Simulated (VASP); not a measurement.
Method: PBEsol GGA, VASP's PBE PAW potentials (set 64) (plane waves; VASP).

VASP input:

### POSCAR
```
MgH2
1
    8.9403300874     0.0000000000     0.0000000000
    0.0000000000     8.9403300874     0.0000000000
    0.0000000000     0.0000000000     8.9748807204
Mg H
24 48
Direct
  0.0000000000   0.0000000000   0.0000000000
  0.0000000000   0.0000000000   0.3333333333
  0.0000000000   0.0000000000   0.6666666667
  0.0000000000   0.5000000000   0.0000000000
  0.0000000000   0.5000000000   0.3333333333
  0.0000000000   0.5000000000   0.6666666667
  0.5000000000   0.0000000000   0.0000000000
  0.5000000000   0.0000000000   0.3333333333
  0.5000000000   0.0000000000   0.6666666667
  0.5000000000   0.5000000000   0.0000000000
  0.5000000000   0.5000000000   0.3333333333
  0.5000000000   0.5000000000   0.6666666667
  0.2500000000   0.2500000000   0.1666666667
  0.2500000000   0.2500000000   0.5000000000
  0.2500000000   0.2500000000   0.8333333333
  0.2500000000   0.7500000000   0.1666666667
  0.2500000000   0.7500000000   0.5000000000
  0.2500000000   0.7500000000   0.8333333333
  0.7500000000   0.2500000000   0.1666666667
  0.7500000000   0.2500000000   0.5000000000
  0.7500000000   0.2500000000   0.8333333333
  0.7500000000   0.7500000000   0.1666666667
  0.7500000000   0.7500000000   0.5000000000
  0.7500000000   0.7500000000   0.8333333333
  0.1521746991   0.1521746991   0.0000000000
  0.1521746991   0.1521746991   0.3333333333
  0.1521746991   0.1521746991   0.6666666667
  0.1521746991   0.6521746991   0.0000000000
  0.1521746991   0.6521746991   0.3333333333
  0.1521746991   0.6521746991   0.6666666667
  0.6521746991   0.1521746991   0.0000000000
  0.6521746991   0.1521746991   0.3333333333
  0.6521746991   0.1521746991   0.6666666667
  0.6521746991   0.6521746991   0.0000000000
  0.6521746991   0.6521746991   0.3333333333
  0.6521746991   0.6521746991   0.6666666667
  0.4021746991   0.0978253009   0.1666666667
  0.4021746991   0.0978253009   0.5000000000
  0.4021746991   0.0978253009   0.8333333333
  0.4021746991   0.5978253009   0.1666666667
  0.4021746991   0.5978253009   0.5000000000
  0.4021746991   0.5978253009   0.8333333333
  0.9021746991   0.0978253009   0.1666666667
  0.9021746991   0.0978253009   0.5000000000
  0.9021746991   0.0978253009   0.8333333333
  0.9021746991   0.5978253009   0.1666666667
  0.9021746991   0.5978253009   0.5000000000
  0.9021746991   0.5978253009   0.8333333333
  0.0978253009   0.4021746991   0.1666666667
  0.0978253009   0.4021746991   0.5000000000
  0.0978253009   0.4021746991   0.8333333333
  0.0978253009   0.9021746991   0.1666666667
  0.0978253009   0.9021746991   0.5000000000
  0.0978253009   0.9021746991   0.8333333333
  0.5978253009   0.4021746991   0.1666666667
  0.5978253009   0.4021746991   0.5000000000
  0.5978253009   0.4021746991   0.8333333333
  0.5978253009   0.9021746991   0.1666666667
  0.5978253009   0.9021746991   0.5000000000
  0.5978253009   0.9021746991   0.8333333333
  0.3478253009   0.3478253009   0.0000000000
  0.3478253009   0.3478253009   0.3333333333
  0.3478253009   0.3478253009   0.6666666667
  0.3478253009   0.8478253009   0.0000000000
  0.3478253009   0.8478253009   0.3333333333
  0.3478253009   0.8478253009   0.6666666667
  0.8478253009   0.3478253009   0.0000000000
  0.8478253009   0.3478253009   0.3333333333
  0.8478253009   0.3478253009   0.6666666667
  0.8478253009   0.8478253009   0.0000000000
  0.8478253009   0.8478253009   0.3333333333
  0.8478253009   0.8478253009   0.6666666667
```

File KPOINTS:
```
Automatic mesh
0
Gamma
2 2 2
0 0 0
```

File QPOINTS:
```
k-points along high-symmetry lines
8
Line-mode
Cartesian
  0.000000   0.000000   0.000000 ! GAMMA
  0.000000   0.111853   0.000000 ! X

  0.000000   0.111853   0.000000 ! X
  0.111853   0.111853   0.000000 ! M

  0.111853   0.111853   0.000000 ! M
  0.000000   0.000000   0.000000 ! GAMMA

  0.000000   0.000000   0.000000 ! GAMMA
  0.000000   0.000000   0.167133 ! Z

  0.000000   0.000000   0.167133 ! Z
  0.000000   0.111853   0.167133 ! R

  0.000000   0.111853   0.167133 ! R
  0.111853   0.111853   0.167133 ! A

  0.111853   0.111853   0.167133 ! A
  0.000000   0.000000   0.167133 ! Z

  0.000000   0.111853   0.000000 ! X
  0.000000   0.111853   0.167133 ! R

  0.111853   0.111853   0.000000 ! M
  0.111853   0.111853   0.167133 ! A
```

INCAR:
```
ALGO = Normal
EDIFF = 1E-7
ENCUT = 400
GGA = PS
IBRION = 6
ISIF = 2
ISMEAR = 0
LASPH = .TRUE.
LCHARG = .FALSE.
LPHON_DISPERSION = .TRUE.
LREAL = .FALSE.
LWAVE = .FALSE.
NELM = 100
NFREE = 2
NSW = 1
POTIM = 0.015
PREC = Accurate
SIGMA = 0.05
SYSTEM = MgH2
```

POTCAR, in this order: Mg H (PBE.64 set). Program: vasp_std.

Output

OSZICAR:
```
...
DAV:   3    -0.226334328005E+03   -0.17989E+02   -0.17900E+02  1248   0.323E+01
DAV:   4    -0.226487333695E+03   -0.15301E+00   -0.15290E+00  1267   0.313E+00
DAV:   5    -0.226488812264E+03   -0.14786E-02   -0.14785E-02  1246   0.347E-01    0.211E+01
DAV:   6    -0.216322098476E+03    0.10167E+02   -0.62857E+00  1190   0.535E+00    0.109E+01
DAV:   7    -0.212690805538E+03    0.36313E+01   -0.82112E+00  1131   0.639E+00    0.157E+00
DAV:   8    -0.212745147305E+03   -0.54342E-01   -0.13627E-01  1174   0.970E-01    0.276E-01
DAV:   9    -0.212743283745E+03    0.18636E-02   -0.54485E-03  1251   0.171E-01    0.515E-02
DAV:  10    -0.212743374667E+03   -0.90922E-04   -0.18392E-04  1182   0.368E-02    0.196E-02
DAV:  11    -0.212743373206E+03    0.14609E-05   -0.91179E-06  1195   0.605E-03    0.293E-03
DAV:  12    -0.212743373176E+03    0.29970E-07   -0.72316E-07  1190   0.237E-03
   1 F= -.21274337E+03 E0= -.21274337E+03  d E =-.806492E-15
 Found     4 degrees of freedom:
       N       E                     dE             d eps       ncg     rms          rms(c)
DAV:   1    -0.212742643304E+03    0.72990E-03   -0.87185E-03  1410   0.263E-01    0.253E-02
DAV:   2    -0.212742712931E+03   -0.69627E-04   -0.80868E-04  1688   0.706E-02    0.255E-02
DAV:   3    -0.212742711471E+03    0.14600E-05   -0.18176E-05  1736   0.117E-02    0.184E-02
DAV:   4    -0.212742709451E+03    0.20194E-05   -0.79586E-06  1640   0.106E-02    0.244E-03
DAV:   5    -0.212742709767E+03   -0.31544E-06   -0.46060E-06  1744   0.619E-03    0.270E-03
DAV:   6    -0.212742709647E+03    0.11949E-06   -0.12830E-06  1576   0.310E-03    0.104E-03
DAV:   7    -0.212742709668E+03   -0.20775E-07   -0.30378E-07  1224   0.139E-03
   2 F= -.21274271E+03 E0= -.21274271E+03  d E =-.934680E-15
       N       E                     dE             d eps       ncg     rms          rms(c)
DAV:   1    -0.212742486874E+03    0.22277E-03   -0.30723E-02  1370   0.460E-01    0.500E-02
DAV:   2    -0.212742720963E+03   -0.23409E-03   -0.27287E-03  1691   0.128E-01    0.484E-02
DAV:   3    -0.212742714176E+03    0.67873E-05   -0.63211E-05  1728   0.229E-02    0.329E-02
DAV:   4    -0.212742708489E+03    0.56870E-05   -0.27203E-05  1651   0.220E-02    0.392E-03
DAV:   5    -0.212742710040E+03   -0.15512E-05   -0.21108E-05  1752   0.128E-02    0.512E-03
DAV:   6    -0.212742709656E+03    0.38417E-06   -0.33668E-06  1571   0.488E-03    0.231E-03
DAV:   7    -0.212742709675E+03   -0.19134E-07   -0.75358E-07  1464   0.219E-03
   3 F= -.21274271E+03 E0= -.21274271E+03  d E =-.934982E-15
       N       E                     dE             d eps       ncg     rms          rms(c)
DAV:   1    -0.212742183288E+03    0.52637E-03   -0.18525E-02  1030   0.368E-01    0.395E-02
DAV:   2    -0.212742337570E+03   -0.15428E-03   -0.16900E-03  1264   0.104E-01    0.326E-02
DAV:   3    -0.212742331756E+03    0.58134E-05   -0.24650E-05  1304   0.145E-02    0.208E-02
DAV:   4    -0.212742324040E+03    0.77162E-05   -0.13662E-05  1224   0.134E-02    0.254E-03
DAV:   5    -0.212742322383E+03    0.16567E-05   -0.69184E-06  1272   0.792E-03    0.265E-03
DAV:   6    -0.212742320675E+03    0.17082E-05   -0.15494E-06  1240   0.554E-03    0.865E-04
DAV:   7    -0.212742319836E+03    0.83937E-06   -0.14828E-06  1208   0.518E-03    0.107E-03
DAV:   8    -0.212742319577E+03    0.25828E-06   -0.11598E-06  1304   0.421E-03    0.579E-04
DAV:   9    -0.212742319608E+03   -0.30606E-07   -0.76163E-07  1224   0.243E-03
   4 F= -.21274232E+03 E0= -.21274232E+03  d E =-.880306E-15
       N       E                     dE             d eps       ncg     rms          rms(c)
DAV:   1    -0.212742027466E+03    0.29211E-03   -0.39238E-02  1020   0.498E-01    0.514E-02
DAV:   2    -0.212742350411E+03   -0.32294E-03   -0.39668E-03  1264   0.138E-01    0.531E-02
DAV:   3    -0.212742336210E+03    0.14201E-04   -0.63842E-05  1307   0.213E-02    0.390E-02
DAV:   4    -0.212742319291E+03    0.16918E-04   -0.39211E-05  1176   0.198E-02    0.473E-03
DAV:   5    -0.212742319995E+03   -0.70325E-06   -0.14003E-05  1304   0.106E-02    0.467E-03
DAV:   6    -0.212742319524E+03    0.47041E-06   -0.35699E-06  1208   0.517E-03    0.173E-03
DAV:   7    -0.212742319614E+03   -0.89883E-07   -0.11327E-06  1200   0.234E-03    0.917E-04
DAV:   8    -0.212742319607E+03    0.67130E-08   -0.35762E-08   688   0.573E-04
   5 F= -.21274232E+03 E0= -.21274232E+03  d E =-.863764E-15
       N       E                     dE             d eps       ncg     rms          rms(c)
DAV:   1    -0.212742994208E+03   -0.67459E-03   -0.83841E-02  1397   0.800E-01    0.777E-02
DAV:   2    -0.212743007626E+03   -0.13418E-04   -0.16077E-03  1560   0.101E-01    0.450E-02
DAV:   3    -0.212742946484E+03    0.61142E-04   -0.12310E-04  1667   0.283E-02    0.484E-03
DAV:   4    -0.212742946625E+03   -0.14093E-06   -0.30574E-05  1632   0.142E-02    0.424E-03
DAV:   5    -0.212742944789E+03    0.18354E-05   -0.10419E-06  1739   0.424E-03    0.194E-03
DAV:   6    -0.212742942974E+03    0.18154E-05   -0.14355E-06  1704   0.524E-03    0.125E-03
DAV:   7    -0.212742942084E+03    0.88923E-06   -0.13945E-06  1667   0.520E-03    0.539E-04
DAV:   8    -0.212742942069E+03    0.15572E-07   -0.14121E-06  1744   0.346E-03    0.793E-04
DAV:   9    -0.212742942030E+03    0.38926E-07   -0.19954E-07  1467   0.202E-03
   6 F= -.21274294E+03 E0= -.21274294E+03  d E =-.779292E-15
       N       E                     dE             d eps       ncg     rms          rms(c)
DAV:   1    -0.212743532758E+03   -0.59069E-03   -0.26064E-01  1402   0.110E+00    0.143E-01
DAV:   2    -0.212743146007E+03    0.38675E-03   -0.18878E-03  1502   0.875E-02    0.809E-02
DAV:   3    -0.212742932290E+03    0.21372E-03   -0.44350E-04  1664   0.464E-02    0.693E-03
DAV:   4    -0.212742939235E+03   -0.69452E-05   -0.85482E-05  1579   0.219E-02    0.673E-03
DAV:   5    -0.212742938603E+03    0.63208E-06   -0.71418E-07  1784   0.285E-03    0.456E-03
DAV:   6    -0.212742938260E+03    0.34317E-06   -0.15999E-06  1531   0.389E-03    0.836E-04
DAV:   7    -0.212742938313E+03   -0.53084E-07   -0.74527E-07  1480   0.222E-03
   7 F= -.21274294E+03 E0= -.21274294E+03  d E =-.968019E-15
       N       E                     dE             d eps       ncg     rms          rms(c)
DAV:   1    -0.212743231886E+03   -0.29363E-03   -0.14913E-01  1067   0.827E-01    0.103E-01
DAV:   2    -0.212743016198E+03    0.21569E-03   -0.89213E-04  1160   0.703E-02    0.581E-02
DAV:   3    -0.212742895339E+03    0.12086E-03   -0.23983E-04  1251   0.351E-02    0.627E-03
DAV:   4    -0.212742896676E+03   -0.13367E-05   -0.40888E-05  1184   0.160E-02    0.490E-03
DAV:   5    -0.212742895698E+03    0.97804E-06   -0.93909E-07  1307   0.344E-03    0.233E-03
DAV:   6    -0.212742895256E+03    0.44156E-06   -0.12213E-06  1224   0.346E-03    0.911E-04
DAV:   7    -0.212742895119E+03    0.13743E-06   -0.42085E-07  1235   0.218E-03    0.329E-04
DAV:   8    -0.212742895041E+03    0.77727E-07   -0.17786E-07  1064   0.162E-03
   8 F= -.21274290E+03 E0= -.21274290E+03  d E =-.849653E-15
       N       E                     dE             d eps       ncg     rms          rms(c)
DAV:   1    -0.212743649257E+03   -0.75414E-03   -0.29893E-01  1083   0.130E+00    0.153E-01
DAV:   2    -0.212743146052E+03    0.50321E-03   -0.20456E-03  1168   0.926E-02    0.853E-02
DAV:   3    -0.212742888838E+03    0.25721E-03   -0.53230E-04  1256   0.498E-02    0.705E-03
DAV:   4    -0.212742895823E+03   -0.69854E-05   -0.87828E-05  1184   0.225E-02    0.659E-03
DAV:   5    -0.212742895283E+03    0.53991E-06   -0.79052E-07  1320   0.299E-03    0.451E-03
DAV:   6    -0.212742894963E+03    0.32046E-06   -0.15136E-06  1200   0.410E-03    0.979E-04
DAV:   7    -0.212742895014E+03   -0.51474E-07   -0.79918E-07  1064   0.241E-03
   9 F= -.21274290E+03 E0= -.21274290E+03  d E =-.834136E-15
```

OUTCAR:
```
------------------------ aborting loop because EDIFF is reached ----------------------------------------
  FORCE on cell =-STRESS in cart. coord.  units (eV):
  Direction    XX          YY          ZZ          XY          YZ          ZX
  --------------------------------------------------------------------------------------
  Total       -1.1953355     -1.1953355      0.9134759      0.0004856     -0.0230869     -0.0230869
  in kB       -2.6697131     -2.6697131      2.0401960      0.0010846     -0.0515632     -0.0515632
  external PRESSURE =      -1.0997434 kB  Pullay stress =       0.0000000 kB
  volume of cell :      717.36
      direct lattice vectors                 reciprocal lattice vectors
     8.940330087  0.000000000  0.000000000     0.111852693  0.000000000  0.000000000
     0.000000000  8.940330087  0.000000000     0.000000000  0.111852693  0.000000000
     0.000000000  0.000000000  8.974880720     0.000000000  0.000000000  0.111422094
 POSITION                                       TOTAL-FORCE (eV/Angst)
 -----------------------------------------------------------------------------------
      0.00000      0.00000      0.00000         0.000102      0.000102     -0.007836
      0.00000      0.00000      2.99163        -0.001247     -0.001247      0.002815
      0.00000      0.00000      5.98325         0.001272      0.001272      0.002811
      0.00000      4.47017      0.00000        -0.000002      0.000009     -0.003229
      0.00000      4.47017      2.99163        -0.000711      0.000707      0.001679
      0.00000      4.47017      5.98325         0.000715     -0.000709      0.001673
      4.47017      0.00000      0.00000         0.000009     -0.000002     -0.003229
      4.47017      0.00000      2.99163         0.000707     -0.000711      0.001679
      4.47017      0.00000      5.98325        -0.000709      0.000715      0.001673
      4.47017      4.47017      0.00000         0.000013      0.000013     -0.000327
      4.47017      4.47017      2.99163         0.000265      0.000265      0.000171
      4.47017      4.47017      5.98325        -0.000265     -0.000265      0.000164
      2.23508      2.23508      1.49581        -0.008023     -0.008023     -0.020869
      2.23508      2.23508      4.48744        -0.000012     -0.000012      0.003452
      2.23508      2.23508      7.47907         0.008912      0.008912     -0.022041
      2.23508      6.70525      1.49581         0.001052     -0.001002     -0.000671
      2.23508      6.70525      4.48744        -0.000002      0.000003      0.001172
      2.23508      6.70525      7.47907        -0.001053      0.000999     -0.000678
      6.70525      2.23508      1.49581        -0.001002      0.001052     -0.000671
      6.70525      2.23508      4.48744         0.000003     -0.000002      0.001172
      6.70525      2.23508      7.47907         0.000999     -0.001053     -0.000678
      6.70525      6.70525      1.49581        -0.000301     -0.000301     -0.000458
      6.70525      6.70525      4.48744         0.000002      0.000002      0.000945
      6.70525      6.70525      7.47907         0.000304      0.000304     -0.000460
      1.36049      1.36049     -0.01500        -0.000988     -0.000988      0.063752
      1.36049      1.36049      2.99163         0.000207      0.000207     -0.003837
      1.36049      1.36049      5.98325        -0.000191     -0.000191     -0.003903
      1.36049      5.83066      0.00000         0.000011      0.000011      0.001092
      1.36049      5.83066      2.99163        -0.000092     -0.000015     -0.000499
      1.36049      5.83066      5.98325         0.000113      0.000036     -0.000497
      5.83066      1.36049      0.00000         0.000011      0.000011      0.001092
      5.83066      1.36049      2.99163        -0.000015     -0.000092     -0.000499
      5.83066      1.36049      5.98325         0.000036      0.000113     -0.000497
      5.83066      5.83066      0.00000         0.000009      0.000009      0.000333
      5.83066      5.83066      2.99163         0.000178      0.000178     -0.000228
      5.83066      5.83066      5.98325        -0.000160     -0.000160     -0.000226
      3.59557      0.87459      1.49581        -0.003734      0.001193     -0.001124
      3.59557      0.87459      4.48744         0.000015     -0.000011     -0.001203
      3.59557      0.87459      7.47907         0.003773     -0.001224     -0.001113
      3.59557      5.34476      1.49581        -0.000037     -0.000015      0.000184
      3.59557      5.34476      4.48744         0.000010     -0.000008     -0.000493
      3.59557      5.34476      7.47907         0.000056     -0.000008      0.000191
      8.06574      0.87459      1.49581         0.002740      0.000675     -0.001129
      8.06574      0.87459      4.48744         0.000006     -0.000010     -0.001204
      8.06574      0.87459      7.47907        -0.002731     -0.000696     -0.001105
      8.06574      5.34476      1.49581         0.000587     -0.000566      0.000189
      8.06574      5.34476      4.48744         0.000008     -0.000008     -0.000496
      8.06574      5.34476      7.47907        -0.000570      0.000548      0.000190
      0.87459      3.59557      1.49581         0.001193     -0.003734     -0.001124
      0.87459      3.59557      4.48744        -0.000011      0.000015     -0.001203
      0.87459      3.59557      7.47907        -0.001224      0.003773     -0.001113
      0.87459      8.06574      1.49581         0.000675      0.002740     -0.001129
      0.87459      8.06574      4.48744        -0.000010      0.000006     -0.001204
      0.87459      8.06574      7.47907        -0.000696     -0.002731     -0.001105
      5.34476      3.59557      1.49581        -0.000015     -0.000037      0.000184
      5.34476      3.59557      4.48744        -0.000008      0.000010     -0.000493
      5.34476      3.59557      7.47907        -0.000008      0.000056      0.000191
      5.34476      8.06574      1.49581        -0.000566      0.000587      0.000189
      5.34476      8.06574      4.48744        -0.000008      0.000008     -0.000496
      5.34476      8.06574      7.47907         0.000548     -0.000570      0.000190
      3.10967      3.10967      0.00000        -0.000046     -0.000046      0.002708
      3.10967      3.10967      2.99163        -0.000635     -0.000635     -0.000617
      3.10967      3.10967      5.98325         0.000622      0.000622     -0.000611
      3.10967      7.57984      0.00000        -0.000011     -0.000007      0.000716
      3.10967      7.57984      2.99163        -0.000216      0.000311     -0.000591
      3.10967      7.57984      5.98325         0.000199     -0.000331     -0.000587
      7.57984      3.10967      0.00000        -0.000007     -0.000011      0.000716
      7.57984      3.10967      2.99163         0.000311     -0.000216     -0.000591
      7.57984      3.10967      5.98325        -0.000331      0.000199     -0.000587
      7.57984      7.57984      0.00000        -0.000008     -0.000008      0.001109
      7.57984      7.57984      2.99163         0.000410      0.000410     -0.000892
      7.57984      7.57984      5.98325        -0.000428     -0.000428     -0.000889
 -----------------------------------------------------------------------------------
    total drift:                               -0.000031     -0.000032     -0.000020
  FREE ENERGIE OF THE ION-ELECTRON SYSTEM (eV)
  ---------------------------------------------------
  free  energy   TOTEN  =      -212.7428950143 eV

  energy  without entropy=     -212.7428950143  energy(sigma->0) =     -212.74289501
```
(Selected blocks of OUTCAR.)

The cell is a supercell, built from MgH2 (rutile).
